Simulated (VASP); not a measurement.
Method: PBE GGA, VASP's PBE PAW potentials (set 64) (plane waves; VASP 6.6.1).

VASP input:

File POSCAR:
```
MgB2
3.520
  0.4389204545  -0.7602323864   0.0000000000
  0.4389204545   0.7602323864   0.0000000000
  0.0000000000   0.0000000000   1.0000000000
Mg B
1 2
Cart
  0.0000000000   0.0000000000   0.0000000000
  0.4389204545   0.2534113023   0.5000000000
  0.4389204545  -0.2534113023   0.5000000000
```

INCAR:
```
SYSTEM = MgB2
PREC = Accurate
ENCUT = 400
EDIFF = 1E-6
NELM = 100
ALGO = Normal
LREAL = .FALSE.
LASPH = .TRUE.
ISMEAR = -1
SIGMA = 0.05
GGA = PE
LWAVE = .FALSE.
LCHARG = .FALSE.
ISIF = 2
```

### KPOINTS
```
kpoints
0
gamma
  12 12 9
```

POTCAR, in this order: Mg B (PBE.64 set). Program: vasp_std.

### Question
What will the output report for the number of irreducible k-points (NKPTS), largest plane-wave count, number of space-group operations, FFT grid (NGX, NGY, NGZ)?

### Answer

```yaml
number of irreducible k-points (NKPTS): 95
largest_plane_wave_count: 543
number_of_space_group_operations: 24
FFT grid (NGX, NGY, NGZ): 20 × 20 × 24
```

The structure is a typed MgB2 crystal (P6/mmm). The cell was not relaxed at this level.
